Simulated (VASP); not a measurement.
Given:

```
CELL_PARAMETERS angstrom
      0.00000     1.80332     1.80332
      1.80332     0.00000     1.80332
      1.80332     1.80332     0.00000
ATOMIC_POSITIONS crystal
  C  0.00000 0.00000 0.00000
  C  0.25000 0.25000 0.25000
```

These are vdW-DF2, VASP's PBE PAW potentials (set 64) (plane waves; VASP) values and carry that method's errors. Run with 520 eV cut-off, Gaussian smearing of 0.050 eV, potentials C.

**Question.** Give the energies of bands 2 to 7 at the high-symmetry points, in eV from the valence-band maximum.

**Answer.** 
| band | Γ | X | U | L | W |
|---|---|---|---|---|---|
| 2 | 0.00 | -12.25 | -11.25 | -12.59 | -11.56 |
| 3 | 0.00 | -5.89 | -8.61 | -2.63 | -7.68 |
| 4 | 0.00 | -5.89 | -5.02 | -2.63 | -7.68 |
| 5 | 5.71 | 5.27 | 6.13 | 8.58 | 10.88 |
| 6 | 5.71 | 5.27 | 10.82 | 8.58 | 10.88 |
| 7 | 5.71 | 16.18 | 13.96 | 8.66 | 12.00 |

The gap is indirect, 4.54 eV, from the valence maximum at Γ to the conduction minimum at Γ-X at 0.71.

The compound is C in the diamond structure. It was relaxed first.
